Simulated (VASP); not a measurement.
Given:

```xyz
3
Lattice="0.0000 3.2385 3.2385 3.2385 0.0000 3.2385 3.2385 3.2385 0.0000" Properties=species:S:1:pos:R:3 pbc="T T T"
Mg     1.6193     1.6193     1.6193
Mg     4.8578     4.8578     4.8578
Si     0.0000     0.0000     0.0000
```

These are PBE GGA, VASP's PBE PAW potentials (set 64) (plane waves; VASP) values and carry that method's errors. Settings: 400 eV cut-off, 6×6×6 Γ-centred mesh, Gaussian smearing of 0.050 eV, potentials Mg Si.

**Question.** What does the run give for the energy per atom (σ→0), pressure, band gap (on the k-mesh) with the smallest direct gap where there is one?

**Answer.** 
```yaml
band gap (on the k-mesh): 0.27 eV
smallest direct gap (on the k-mesh): 1.53 eV
energy per atom (σ→0): -2.955 eV/atom
pressure: -2.70 GPa
```

Only differences to runs with the same potentials and settings are physical.

The compound is Mg2Si in the antifluorite structure. The cell was not relaxed at this level.
